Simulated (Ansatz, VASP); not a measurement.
# Te (Tellurium): VASP beside Ansatz, part 2 of 2

Wanted: the spread between two codes on one cell, functional and k mesh.  Valence electrons are named where the data sets of a main pair hold unlike numbers.

VASP 6.6.1 and Ansatz 0.2.0.

So far: Starting point; VASP: band structure, HSEsol.

The database entry behind the starting cell differs from later determinations by our own check (inner coordinate of an old entry), so it need not match the best structure at ambient conditions.

**3. Ansatz: band structure, HSEsol**

Level of this step: Ansatz beside VASP: Kohn-Sham DFT, plane waves, HSEsol (Ansatz).

Ansatz runs on its default PAW (the set named soft_2) files.

The same cell, functional, mesh and smearing now go to Ansatz, which takes its cutoff from its data sets.

Input file input.yaml:

```yaml
crystal:
  lattice:
    - [4.454, 0.0, 0.0]
    - [-2.227, 3.8572771485, 0.0]
    - [0.0, 0.0, 5.924]
  atoms:
    - { symbol: Te, position: [0.269, 0.0, 0.3333333333] }
    - { symbol: Te, position: [0.0, 0.269, 0.6666666667] }
    - { symbol: Te, position: [0.731, 0.731, 0.0] }
hamiltonian:
  xc:
    exchange: hjs_pbesol
    correlation: pbesol
    exx: { coeff: 0.25, omega: 0.2 }
  pseudopotentials: { kind: paw }
kpoints:
  mp_grid: { grid: [4, 4, 3] }
  band_path:
    path:
      - [0.0, 0.0, 0.0]
      - [0.4, 0.0, 0.0]
      - [0.4, 0.2, 0.0]
      - [0.2, 0.2, 0.0]
      - [0.0, 0.0, 0.1]
      - [0.0, 0.0, 0.5]
      - [0.4, 0.0, 0.5]
      - [0.4, 0.2, 0.5]
      - [0.36667, 0.26667, 0.5]
      - [0.33333, 0.33333, 0.5]
      - [0.2, 0.2, 0.5]
      - [0.5, 0.0, 0.4]
      - [0.33333, 0.33333, 0.0]
      - [0.33333, 0.33333, 0.5]
    npoints: 1
scf:
  occupations: { method: gaussian, width: 0.02 }
  n_extra_bands: 7
output:
  forces: true
  stress: true
  eigenvalues: true
```

On the command line:

```console
ansatz run input.yaml --threads 4 --pin off --max-ram 9216MiB --backend cpu --events-out ev --progress --plain --runs-dir out
```

Numbers of over 12 decimals in the logs are rounded to 6 here.

The program printed:

```text
Warning: output.stress: scf.convergence.dr2_threshold = 1e-7 eV (the SCF's general default) is looser than the 3e-10 eV advised for a printed stress (1e-10 eV for each atom of the cell: 3). What an SCF threshold leaves in a stress goes as its square root, and in the free energy as the threshold itself, and one threshold admits the most on a small cell: [figures from the program's tests cut] Set scf.convergence.dr2_threshold to 3e-10 eV or tighter. The threshold is an SCF's pass mark: one that does not reach it within its budget of iterations ends unconverged, or closes short of it on a stop that the run arms, and scf.convergence.dr2_threshold's page says what that costs each kind of run
Warning: output.stress: scf.exx.energy_threshold = 1e-6 eV is looser than the 3e-8 eV advised for a stress under a hybrid functional (1e-8 eV for each atom of the cell: 3). Every SCF of the exchange loop can meet its threshold on dr2 while the loop round them stops early: no threshold on dr2 bounds what that leaves in the stress. Set scf.exx.energy_threshold to 3e-8 eV or tighter. The threshold is the loop's pass mark: a loop that does not reach it within its budget of cycles ends unconverged, and scf.exx.energy_threshold's page has the law
scf.n_extra_bands = 7 over 24 filled bands (N_el = 48.0): the run solves 31 bands
Engine: ansatz 0.2.0, x86_64-unknown-linux-gnu
Pseudopotentials: kind: paw
Pseudopotential: Te, paw, valence charge 16, recommended cutoff 420 eV (normal), Te.paw.azcp
Functional definition: unnamed
  parameter a_1 = 0.25
  parameter omega_1 = 0.2/angstrom
  exchange = pbe_x(mu = 0.123457) + (-a_1)*hjs_pbesol_x_sr(omega_1) + a_1*exact_x_sr(omega_1)
  correlation = pbe_c(beta = 0.046)
Crystal: 3 atoms, lattice volume = 101.776 Å³
Basis set: ecut = 420 eV, 1993 PW (Γ), exchange–correlation on 60×60×80 points (8 copies of the dense FFT grid, shifted against one another)
Bands: 31, of which v1, the nominal top of the filled ones, is band 24 counted from 1 (23 counted from 0)
Symmetry: 6 space group operations
Space group: P3121 (ITA 152), of the structure as read, at distance tolerance 4.7e-5 Å
k-points: 9 of 48 (time reversal used)
Non-local potential: Te, projectors of the file, l = 0: 2, l = 1: 2, l = 2: 2, l = 3: 2
PAW form: soft (Blöchl's): semilocal exchange-correlation on the pseudo side does not see the compensation charge
PAW frozen core: Te, regenerated for the run's functional, and the local potential with it (the file was generated under x = pbe(κ = 0.804, μ = 0.219515), c = pbe(β = 0.066725))
PAW one-centre angular grid: Te, 590 points (default); XC on 64 Gauss nodes
Initial density: superposition of atomic densities (neutral atoms: chi_scale 0, normalization atom), corrected by the library's trained network
Initial wavefunctions: pseudopotential atomic-orbital guess
Functional: x = pbesol(κ = 0.804, μ = 0.123457), c = pbesol(β = 0.046), warm-up for x = hjs_pbesol + 0.25 (exact − hjs_pbesol) at short range (ω = 0.2 Å⁻¹), c = pbesol(β = 0.046)
SCF iter   1: F=—  HF=-20704.472923 eV  |F-HF|=—  |Δ(HF+E_count)|=         —  Δρ=2.13e-3  dr2=3.38e-3  ethr=1.77e-3  ⟨swp⟩=12.1  Hψ=1247  notcnv=0
preconditioner: auto → none  [insulator: Δε(μ)=0.761 eV  Ē_g=9.818 eV  σ=0.020 eV  W_gap=1.00  n_scr=22 (ndim 8)  ℏωp=15.6 eV  f_vac=0.027  D(μ)=0.00/eV (n_scr^D=0)]
iter 2 solved again at ethr=6.61e-7 eV; its pass at ethr=7.04e-6 eV (dr2=3.17e-4 eV) is discarded
SCF iter   2: F=—  HF=-20704.472654 eV  |F-HF|=—  |Δ(HF+E_count)|=   2.69e-4  Δρ=7.82e-4  dr2=3.19e-4  ethr=6.61e-7  ⟨swp⟩=2.4  Hψ=1413  notcnv=0  defer=7
SCF iter   3: F=-20704.472974 eV  HF=-20704.472925 eV  |F-HF|=4.93e-5  |Δ(HF+E_count)|=   2.71e-4  Δρ=2.75e-4  dr2=4.42e-5  ethr=6.61e-7  ⟨swp⟩=3.4  Hψ=595  notcnv=0  defer=4
SCF 1 stopped early in 3 iterations: F = -20704.472974 eV  dr2 = 4.42e-5
  greatest PAW one-centre occupation: 0.998 electrons in one spin orbital (limit 2), on the Te atom at site 2 (counted from 0), in its partial waves of l = 2
Initial density: handed on by an earlier stage of this run
Initial wavefunctions: those handed on with the density
Functional: x = hjs_pbesol + 0.25 (exact − hjs_pbesol) at short range (ω = 0.2 Å⁻¹), c = pbesol(β = 0.046)
Exchange kernel: α = 0.2500, screened, ω = 0.2000 Å⁻¹, Wigner–Seitz truncation, v(0) = 1121.4129 eV·Å³, q-mesh 4×4×3, nearest image of the exchange supercell L = 17.77 Å, pair-density grid 20×20×27, without the augmentation charges, whose exchange is taken in its separable form by FFT convolution over the k-point mesh (sized by the pseudopotential files, 27×27×40 at the most), smooth part of the exact exchange by density-matrix convolution
Frozen-core exchange: fock
SCF iter   1: F=—  HF=-20781.037524 eV  |F-HF|=—  |Δ(HF+E_count)|=         —  Δρ=3.99e-3  dr2=1.07e-2  ethr=9.21e-7  ⟨swp⟩=8.4  Hψ=1341  notcnv=0
preconditioner: auto → none  [insulator: Δε(μ)=1.202 eV  Ē_g=11.007 eV  σ=0.020 eV  W_gap=1.00  n_scr=22 (ndim 8)  ℏωp=15.6 eV  f_vac=0.022  D(μ)=0.00/eV (n_scr^D=0)]
SCF iter   2: F=—  HF=-20781.033883 eV  |F-HF|=—  |Δ(HF+E_count)|=   3.64e-3  Δρ=1.66e-3  dr2=3.31e-3  ethr=9.21e-7  ⟨swp⟩=4.0  Hψ=1016  notcnv=0
SCF iter   3: F=—  HF=-20781.044726 eV  |F-HF|=—  |Δ(HF+E_count)|=   1.08e-2  Δρ=1.01e-3  dr2=8.61e-4  ethr=9.21e-7  ⟨swp⟩=4.1  Hψ=899  notcnv=0
SCF iter   4: F=—  HF=-20781.044464 eV  |F-HF|=—  |Δ(HF+E_count)|=   2.62e-4  Δρ=1.19e-4  dr2=7.33e-5  ethr=9.21e-7  ⟨swp⟩=3.0  Hψ=569  notcnv=0
SCF iter   5: F=—  HF=-20781.044786 eV  |F-HF|=—  |Δ(HF+E_count)|=   3.22e-4  Δρ=1.19e-4  dr2=1.36e-5  ethr=2.21e-8  ⟨swp⟩=4.1  Hψ=937  notcnv=0  defer=1
SCF iter   6: F=-20781.044782 eV  HF=-20781.044783 eV  |F-HF|=4.97e-8  |Δ(HF+E_count)|=   3.14e-6  Δρ=9.12e-6  dr2=2.43e-6  ethr=1.99e-8  ⟨swp⟩=3.0  Hψ=520  notcnv=0
SCF 2 stopped early in 6 iterations: F = -20781.044782 eV  dr2 = 2.43e-6
  Residual-converged pass: ⟨swp⟩=4.0  Hψ=819  notcnv=0  max |occ|·‖R‖ = 6.2e-6 eV (tolerance 6.7e-6 eV)  dr2=2.43e-6  dr2_onsite=7.80e-9  max |Δocc| = 0.0e0
  greatest PAW one-centre occupation: 0.998 electrons in one spin orbital (limit 2), on the Te atom at site 0 (counted from 0), in its partial waves of l = 2
hybrid outer 1: dexx = +1.378e-2 eV, tail = 1.61e-4 eV
Exchange kernel: α = 0.2500, screened, ω = 0.2000 Å⁻¹, Wigner–Seitz truncation, v(0) = 1121.4129 eV·Å³, q-mesh 4×4×3, nearest image of the exchange supercell L = 17.77 Å, pair-density grid 20×20×27, without the augmentation charges, whose exchange is taken in its separable form by FFT convolution over the k-point mesh (sized by the pseudopotential files, 27×27×40 at the most), smooth part of the exact exchange by density-matrix convolution
Frozen-core exchange: fock
SCF iter   1: F=—  HF=-20781.044897 eV  |F-HF|=—  |Δ(HF+E_count)|=         —  Δρ=4.03e-5  dr2=1.75e-6  ethr=1.68e-6  ⟨swp⟩=4.4  Hψ=599  notcnv=0
preconditioner: auto → none  [insulator: Δε(μ)=1.252 eV  Ē_g=11.024 eV  σ=0.020 eV  W_gap=1.00  n_scr=22 (ndim 8)  ℏωp=15.6 eV  f_vac=0.022  D(μ)=0.00/eV (n_scr^D=0)]
SCF iter   2: F=—  HF=-20781.044899 eV  |F-HF|=—  |Δ(HF+E_count)|=   1.53e-6  Δρ=2.08e-5  dr2=4.16e-7  ethr=3.16e-9  ⟨swp⟩=4.2  Hψ=850  notcnv=0  defer=1
SCF iter   3: F=—  HF=-20781.044899 eV  |F-HF|=—  |Δ(HF+E_count)|=   1.20e-7  Δρ=7.62e-6  dr2=3.24e-8  ethr=6.25e-10  ⟨swp⟩=2.7  Hψ=530  notcnv=0  defer=2
SCF iter   4: F=—  HF=-20781.044899 eV  |F-HF|=—  |Δ(HF+E_count)|=   7.93e-8  Δρ=2.46e-6  dr2=3.16e-9  ethr=5.38e-11  ⟨swp⟩=4.6  Hψ=849  notcnv=0  defer=9
SCF iter   5: F=-20781.044899 eV  HF=-20781.044899 eV  |F-HF|=7.28e-12  |Δ(HF+E_count)|=   1.36e-9  Δρ=5.90e-7  dr2=3.32e-10  ethr=6.01e-12  ⟨swp⟩=3.3  Hψ=725  notcnv=0  defer=2
SCF 3 converged in 5 iterations: F = -20781.044899 eV  dr2 = 3.32e-10
  Residual-converged pass: ⟨swp⟩=3.0  Hψ=559  notcnv=0  max |occ|·‖R‖ = 5.3e-7 eV (tolerance 5.4e-7 eV)  dr2=3.35e-10  dr2_onsite=2.96e-11  max |Δocc| = 0.0e0
hybrid outer 2: dexx = +1.594e-6 eV, tail = 2.66e-8 eV, Δε = 2.23e-3 eV (about 6.78e-5 eV left of the loop's levels), ΔF = 4.92e-3 eV/Å (tail 7.64e-4)
NSCF: frozen V_eff on 14 k-points
hybrid SCF converged: 2 outer / 11 inner (+3 warm-up), last move |dexx| = 1.59e-6 eV, tail = 2.66e-8 eV
Stability not checked: this state was not tested for a lower state beside it, because the functional holds exact exchange (a hybrid, or Hartree-Fock), whose exchange loop this test does not read (fock_operator; see scf.lower_state_search)
Free energy (F): -20781.044899 eV
Frozen-core exchange: fock
Harris-Foulkes:  -20781.044899 eV  (|F-HF|=7.28e-12)
Internal energy: -20781.044899 eV  (E = F + TS)
E sigma→0 (E₀):  -20781.044899 eV
Fermi energy:    8.680025 eV
--- Per-component energies (eV) ---
  E_band       = -903.799917
  E_kinetic    = 539.777215
  E_local      = -3824.987110  (includes V_loc(G=0)·N_el)
  E_nonlocal   = -926.390259
  E_hartree    = 2430.175858
  E_xc         = -298.206509
  E_vxc        = -250.738664  (∫ρ·V_xc dr)
  E_exx        = -135.638947  (= α·E_x^exact, valence–valence)
  E_paw        = -13765.776413  (= ΣΔE_a)
  E_vpaw       = -1030.534894  (= ΣTr[D̂ρ^β])
  E_aug_tail   = -0.000563  (compensation charges beyond the density's cutoff)
  E_ewald      = -4800.294125
  E_core_change = 0.295954  (= ΣΔE_core)
  E_smearing   = -0.000000  (= −TS)
  E_closure    = 0.000000  (closes the sum)
  Σ components = -20781.044899   (vs F -20781.044899, Δ=0.00e0)
--- Forces (eV/Å), atoms counted from 1 ---
  atom   1  Te    -0.32938700     0.00000000     0.00000000
  atom   2  Te     0.16469350    -0.28525751     0.00000000
  atom   3  Te     0.16469350     0.28525751     0.00000000
  max |Σ_I F_I| component: 0.00e0 eV/Å
--- Stress (GPa, compression-positive) ---
       -1.291169       0.000000       0.000000
        0.000000      -1.291169       0.000000
        0.000000       0.000000      -2.403885
  P = ⅓ Tr σ = -1.6621 GPa (-16.621 kbar)
--- Band table (eV; the first three rows and the last of 9) ---
  k-point 0: bands = [... 20 lower, 5.4042, 6.4587, 6.4587, 7.3411, 9.8465, 9.8465, 10.5025, 13.9240, ... 3 higher]
  k-point 1: bands = [... 20 lower, 5.5660, 6.7077, 6.9102, 7.2901, 9.3058, 9.3601, 9.6481, 13.1207, ... 3 higher]
  k-point 2: bands = [... 20 lower, 4.5834, 6.6838, 7.2593, 7.4147, 9.6562, 9.8879, 10.7569, 12.6658, ... 3 higher]
  k-point 8: bands = [... 20 lower, 3.8384, 5.7412, 7.2941, 8.0536, 9.5275, 10.4214, 11.5906, 13.7515, ... 3 higher]
```

It took 37 s on 4 threads of Intel Xeon 6975P-C (Granite Rapids), shared host; peak memory 1.1 GiB.

**4. Side by side**

Known differences besides the potentials themselves: exact exchange at q = 0 is treated differently, which shows on coarse meshes; VASP keeps PBE cores, Ansatz makes them for the functional; the data sets hold 48 valence electrons in Ansatz (on its default PAW (the set named soft_2) files) and 18 in VASP; the cutoff is 420 eV in Ansatz and 400 eV in VASP; VASP takes a coarser grid for exact exchange (PRECFOCK = Fast). Total energies have different zeros and are not compared.

Compared:

```csv
quantity,Ansatz,VASP,difference
gap over the path points (eV),0.597,0.553,+0.044
```

Forces (eV/Å; atoms numbered as in POSCAR):

```csv
atom,"Ansatz x, y, z","VASP x, y, z"
Te1,"-0.329, 0.000, 0.000","-0.340, 0.000, 0.000"
Te2,"0.165, -0.285, 0.000","0.170, -0.294, 0.000"
Te3,"0.165, 0.285, 0.000","0.170, 0.294, 0.000"
```

Levels at points of the path, from each program's valence-band top (eV; 4 filled, then empty):

```csv
k (reciprocal lattice),Ansatz,VASP
0.000 0.000 0.000,-2.95 -1.90 -1.90 -1.02 1.49 1.49 2.15,-2.96 -1.90 -1.90 -0.99 1.50 1.50 2.18
0.400 0.000 0.000,-4.13 -3.27 -1.10 -0.93 1.28 1.40 3.55,-4.12 -3.27 -1.09 -0.93 1.28 1.41 3.57
0.400 0.200 0.000,-3.74 -3.70 -2.38 -2.37 2.56 2.94 4.12,-3.73 -3.70 -2.38 -2.36 2.58 2.96 4.16
0.200 0.200 0.000,-3.42 -2.37 -1.94 -1.88 2.33 2.50 2.75,-3.42 -2.37 -1.93 -1.88 2.34 2.49 2.77
0.000 0.000 0.100,-2.80 -1.87 -1.84 -1.02 1.40 1.42 2.03,-2.80 -1.86 -1.85 -1.00 1.40 1.43 2.06
0.000 0.000 0.500,-2.94 -1.56 -1.19 -1.19 0.87 0.92 0.92,-2.93 -1.55 -1.18 -1.18 0.89 0.90 0.90
0.400 0.000 0.500,-3.84 -2.65 -2.32 -0.68 1.66 2.43 3.03,-3.84 -2.64 -2.31 -0.68 1.66 2.46 3.06
0.400 0.200 0.500,-5.06 -1.43 -1.06 -0.07 1.08 1.94 2.37,-5.06 -1.41 -1.06 -0.07 1.06 1.96 2.40
0.367 0.267 0.500,-5.42 -1.18 -0.42 0.00 0.84 1.80 2.00,-5.41 -1.17 -0.42 0.00 0.81 1.83 2.03
0.333 0.333 0.500,-5.60 -1.10 -0.01 -0.01 0.60 1.81 1.81,-5.59 -1.08 -0.01 -0.01 0.55 1.84 1.84
```

The forces differ by 6.1 meV/Å r.m.s., which is 3.1 % of the r.m.s. force of 0.196 eV/Å (both taken over all components). Among the levels compared at these points, filled levels agree within 23 meV and empty ones within 44 meV.

**5. Results**

```yaml
largest_difference_of_a_filled_level_at_the_path_points_band_structure_hsesol: 23 meV
r_m_s_force_difference_band_structure_hsesol: 6.1 meV/Å
difference_in_gap_over_the_path_points_band_structure_hsesol: 0.044 eV
```

The difference in gap over the path points is 0.044 eV (band structure, HSEsol), within the 0.08 eV picked in this series as the mark of a large difference. The data sets hold unlike numbers of valence electrons (48 in Ansatz and 18 in VASP), so part of the differences comes from the potentials. How closely two codes agree says nothing of how well the functional describes the real material.

[Lines on the potential files, build, host, timing and source positions are cut from VASP's logs without a mark.]

[Logs are printed without paths, hosts, clocks, repeated set-up lines and the standing remarks that a program may print on its own settings, such as how far it seeks lower states.]

[Hosts, paths, dates, database ids (printed as entryN), source tags and the programs' standing remarks are cut or masked in the printed files.]
